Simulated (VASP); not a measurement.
An input for Quantum ESPRESSO's pw.x (written as the equivalent of a VASP run, and not itself run):

```
&CONTROL
  calculation = 'scf'
  pseudo_dir = './pseudo'
  outdir = './out'
  tprnfor = .true.
  tstress = .true.
/
&SYSTEM
  ibrav = 0
  nat = 3
  ntyp = 2
  ecutwfc = 88
  occupations = 'smearing'
  smearing = 'gaussian'
  degauss = 0.003675
  input_dft = 'vdw-df-ob86'
/
&ELECTRONS
  conv_thr = 7.3e-09
  electron_maxstep = 100
/
ATOMIC_SPECIES
  Na 22.990 Na.upf
  S 32.060 S.upf
CELL_PARAMETERS angstrom
     0.0000000    3.1947470    3.1947470
     3.1947470    0.0000000    3.1947470
     3.1947470    3.1947470    0.0000000
ATOMIC_POSITIONS crystal
  Na   0.2500000  0.2500000  0.2500000
  Na   0.7500000  0.7500000  0.7500000
  S    0.0000000  0.0000000  0.0000000
K_POINTS automatic
  6 6 6 0 0 0
```

**Question.** Write the VASP files for the same calculation (optB86b-vdW).

**Answer.** This is not unique; one that fits is 
File KPOINTS:
```
Automatic mesh
0
Gamma
6 6 6
0 0 0
```

File POSCAR:
```
Na2S
1.0
  0.0000000000   3.1947469816   3.1947469816
  3.1947469816   0.0000000000   3.1947469816
  3.1947469816   3.1947469816   0.0000000000
Na S
2 1
Cart
  1.5973734908   1.5973734908   1.5973734908
  4.7921204724   4.7921204724   4.7921204724
  0.0000000000   0.0000000000   0.0000000000
```

**INCAR**
```
! general
SYSTEM  =Na2S
PREC    =Accurate
ENCUT   =520
LREAL   =F
LASPH   =T

! electronic loop
EDIFF   =1E-7
NELM    =100   ! most electronic steps
ALGO    =Normal   ! blocked Davidson

! smearing
ISMEAR  =0   ! Gaussian
SIGMA   =0.05   ! width (eV)

! functional
GGA     =MK
LUSE_VDW=T
AGGAC   =0.0
PARAM1  =0.1234
PARAM2  =1.0

! ions
ISIF    =2   ! forces and stress, cell fixed

! output
LWAVE   =F
LCHARG  =F
```

POTCAR, in this order: Na_pv S (PBE.64 set). Program: vasp_std.

The two are equivalent in intent, not identical: the potentials are each code's own (VASP's PAW set, PseudoDojo norm-conserving files in pw.x), so ENCUT and ecutwfc are chosen apart and not converted; conv_thr bounds pw.x's estimated SCF error, while EDIFF bounds the energy change between steps.

The compound is Na2S in the antifluorite structure. This cell is one point of a volume scan, at 0.94 of the reference volume.
